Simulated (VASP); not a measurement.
The system is Al3BiO3.

```
Al Bi O
1.0
     5.38202    0.00000    0.00000
    -2.69101    4.66097    0.00000
     0.00000    0.00000    5.64700
Al Bi O
3 1 3
Cartesian
  3.6880 0.0000 3.9540
  -1.8440 3.1939 3.9540
  0.8470 1.4671 3.9540
  0.0000 0.0000 0.5700
  1.9410 0.0000 3.5800
  -0.9705 1.6810 3.5800
  1.7205 2.9800 3.5800
```

The cell was built by a generator and needn't be a form met in nature.

* Program: VASP 6.6.1
* Task: relaxation of cell and atoms
* Functional: PBE
* Potentials or basis: VASP PAW PBE potentials, release 64 (Al, Bi_d, O)
* Cutoff: 520 eV
* k mesh: 6 × 6 × 6
* Occupations: gaussian, width 0.1 eV
* Spin: no spin polarisation

At the start: pressure -1.1 GPa; volume 20.24 Å³/atom.

Q: How do energy, volume and symmetry change on relaxing?

A: Over 23 steps the energy falls by 76.3 meV/atom and the volume is 20.81 Å³/atom (+2.9 %); space group P31m (No. 157, to 0.05 Å).

The path:
| step | energy change (eV) | largest force (eV/Å) | pressure (GPa) | volume (Å³) |
| --- | --- | --- | --- | --- |
| 1 | 0.0000 | 1.0545 | -1.12 | 141.66 |
| 2 | -0.2505 | 0.5579 | -0.04 | 138.76 |
| 3 | -0.3170 | 0.6630 | 0.79 | 136.57 |
| 4 | -0.4094 | 0.6306 | 0.02 | 137.24 |
| 5 | -0.4096 | 0.6633 | -0.03 | 137.27 |
| 6 | -0.4706 | 0.4445 | 0.26 | 137.47 |
| 7 | -0.4817 | 0.5368 | 0.49 | 137.57 |
| 8 | -0.5011 | 0.2099 | -0.03 | 139.23 |
| 9 | -0.5014 | 0.1916 | -0.09 | 139.47 |
| 10 | -0.5127 | 0.1587 | 0.66 | 139.96 |
| 11 | -0.5133 | 0.1930 | 0.90 | 140.11 |
| 12 | -0.5211 | 0.1528 | 0.63 | 141.41 |
| 13 | -0.5314 | 0.1041 | -0.13 | 145.35 |
| 14 | -0.5334 | 0.0333 | -0.07 | 145.43 |
| 15 | -0.5339 | 0.0272 | -0.03 | 145.49 |
| 16 | -0.5339 | 0.0302 | -0.02 | 145.50 |
| 17 | -0.5340 | 0.0134 | 0.04 | 145.46 |
| 18 | -0.5340 | 0.0150 | 0.06 | 145.44 |
| 19 | -0.5341 | 0.0154 | 0.00 | 145.58 |
| 20 | -0.5341 | 0.0218 | -0.02 | 145.64 |
| 21 | -0.5341 | 0.0149 | 0.00 | 145.66 |
| 22 | -0.5341 | 0.0114 | 0.01 | 145.67 |
| 23 | -0.5341 | 0.0047 | 0.02 | 145.70 |

Final structure:
```
CELL_PARAMETERS angstrom
5.15597 0.00000 0.00000
-2.57798 4.46520 0.00000
0.00000 0.00000 6.32865
ATOMIC_POSITIONS crystal
Al 0.68316 0.00000 0.72103
Al 0.00000 0.68316 0.72103
Al 0.31684 0.31684 0.72103
Bi 0.00000 0.00000 0.08022
O 0.35367 0.00000 0.62004
O 0.00000 0.35367 0.62004
O 0.64633 0.64633 0.62004
```
